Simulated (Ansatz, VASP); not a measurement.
One calculation of Ti2BeH6, two programs

The input INCAR:

```
SYSTEM = Ti2BeH6
  PREC = Accurate
  ENCUT = 520
  EDIFF = 1E-6
  ISMEAR = 0
  SIGMA = 0.1
  LREAL = .FALSE.
  LASPH = .TRUE.
  NELM = 150
  ALGO = Normal
  ISIF = 2
  LWAVE = .FALSE.
  LCHARG = .FALSE.
  ISPIN = 2
  MAGMOM = 1 1 0 0 0 0 0 0 0
  LORBIT = 11
  LMAXMIX = 4
  GGA = PE
  NBANDS = 30
```

Contents of KPOINTS:

```
Automatic mesh
0
G
  6 6 6
  0 0 0
```

POSCAR

```
Ti2BeH6
1.0
    0.0000000000      3.0291168176      3.0291168176
    3.0291168176      0.0000000000      3.0291168176
    3.0291168176      3.0291168176      0.0000000000
Ti Be H
2 1 6
Direct
    0.2500000000      0.2500000000      0.2500000000
    0.7500000000      0.7500000000      0.7500000000
    0.0000000000      0.0000000000      0.0000000000
    0.7428212786      0.2571787214      0.2571787214
    0.2571787214      0.7428212786      0.7428212786
    0.2571787214      0.7428212786      0.2571787214
    0.7428212786      0.2571787214      0.7428212786
    0.2571787214      0.2571787214      0.7428212786
    0.7428212786      0.7428212786      0.2571787214
```

Input for Ansatz:

```yaml
crystal:
  lattice:
    - [0.0, 3.0291168176, 3.0291168176]
    - [3.0291168176, 0.0, 3.0291168176]
    - [3.0291168176, 3.0291168176, 0.0]
  atoms:
    - { symbol: Ti, position: [0.25, 0.25, 0.25], spin: 1.0 }
    - { symbol: Ti, position: [0.75, 0.75, 0.75], spin: 1.0 }
    - { symbol: Be, position: [0.0, 0.0, 0.0] }
    - { symbol: H, position: [0.7428212786, 0.2571787214, 0.2571787214] }
    - { symbol: H, position: [0.2571787214, 0.7428212786, 0.7428212786] }
    - { symbol: H, position: [0.2571787214, 0.7428212786, 0.2571787214] }
    - { symbol: H, position: [0.7428212786, 0.2571787214, 0.7428212786] }
    - { symbol: H, position: [0.2571787214, 0.2571787214, 0.7428212786] }
    - { symbol: H, position: [0.7428212786, 0.7428212786, 0.2571787214] }
basis:
  ecutwfc: 420
kpoints:
  mp_grid: { grid: [6, 6, 6] }
hamiltonian:
  xc: pbe
scf:
  occupations: { method: gaussian, width: 0.1 }
  lower_state_search: "off"
output:
  forces: true
  stress: true
  eigenvalues: true
  populations: true
magnetization:
  spin_polarized: true
```

Change from the starting cell: ordered vacancies on the cation sites of perovskite (Fm-3m, No. 225).

Alike in both runs: task single point; functional PBE; k mesh 6 × 6 × 6; occupations gaussian, width 0.1 eV; collinear spin.

```csv
,VASP,Ansatz
version,VASP 6.6.1,Ansatz 0.2.0
potentials or method,"VASP PAW PBE potentials, release 64 (Ti_sv, Be, H)","scalar-relativistic, plane waves, PAW"
plane-wave cutoff (eV),520,420
valence electrons in the cell,32,32
```

Ansatz gave:

```
gap on the k mesh at the Fermi level (eV) : none
pressure (GPa)                            : -0.1
net moment per atom (μB)                  : 0.00
```

**Question.** Estimate VASP's values.

**Answer.** gap on the k mesh at the Fermi level (eV): none; pressure (GPa): -0.2; net moment per atom (μB): 0.00.

A gap of «none» marks a metal or a gap that the smearing closes. Ansatz warned: «seeded_moment_not_kept».
